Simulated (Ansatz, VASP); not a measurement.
## SnGeSe3: VASP beside Ansatz

File INCAR:

```
PREC = Accurate
ENCUT = 520
EDIFF = 1E-7
ISMEAR = 0
SIGMA = 0.05
LREAL = F
LASPH = T
NELM = 100
ALGO = Normal
ISIF = 2
LWAVE = F
LCHARG = T
GGA = PE
LELF = T
LVHAR = T
NBANDS = 31
```

KPOINTS

```
Automatic mesh
0
Gamma
  4 4 4
```

POSCAR

```
SnGeSe3
1.0
    5.0235588032      0.0000000000      0.0000000000
    0.0000000000      5.0235588032      0.0000000000
    0.0000000000      0.0000000000      5.0235588032
Sn Ge Se
1 1 3
Direct
    0.0000000000      0.0000000000      0.0000000000
    0.5000000000      0.5000000000      0.5000000000
    0.5000000000      0.5000000000      0.0000000000
    0.5000000000      0.0000000000      0.5000000000
    0.0000000000      0.5000000000      0.5000000000
```

Input for Ansatz:

```yaml
crystal:
  lattice:
    - [5.0235588032, 0.0, 0.0]
    - [0.0, 5.0235588032, 0.0]
    - [0.0, 0.0, 5.0235588032]
  atoms:
    - { symbol: Sn, position: [0.0, 0.0, 0.0] }
    - { symbol: Ge, position: [0.5, 0.5, 0.5] }
    - { symbol: Se, position: [0.5, 0.5, 0.0] }
    - { symbol: Se, position: [0.5, 0.0, 0.5] }
    - { symbol: Se, position: [0.0, 0.5, 0.5] }
basis:
  ecutwfc: 420
kpoints:
  mp_grid: { grid: [4, 4, 4] }
hamiltonian:
  xc: pbe
scf:
  occupations: { method: gaussian, width: 0.05 }
output:
  forces: true
  stress: true
  eigenvalues: true
```

The cell comes from a database or a generator and needn't be the stable form of this composition.

Alike in both runs: task single point; functional PBE; k mesh 4 × 4 × 4; occupations gaussian, width 0.05 eV; no spin polarisation.

|  | VASP | Ansatz |
| --- | --- | --- |
| version | VASP 6.6.1 | Ansatz 0.2.0 |
| potentials or method | VASP PAW PBE potentials, release 64 (Sn_d, Ge_d, Se) | scalar-relativistic, plane waves, PAW |
| plane-wave cutoff (eV) | 520 | 420 |
| valence electrons in the cell | 46 | 76 |

|  | VASP | Ansatz | Ansatz less VASP |
| --- | --- | --- | --- |
| gap on the k mesh at the Fermi level (eV) | none | none | - |
| pressure (GPa) | 0.5 | 0.4 | -0.05 |

A gap of «none» marks a metal or a gap that the smearing closes. The two sets of potentials don't hold the same shells in valence.
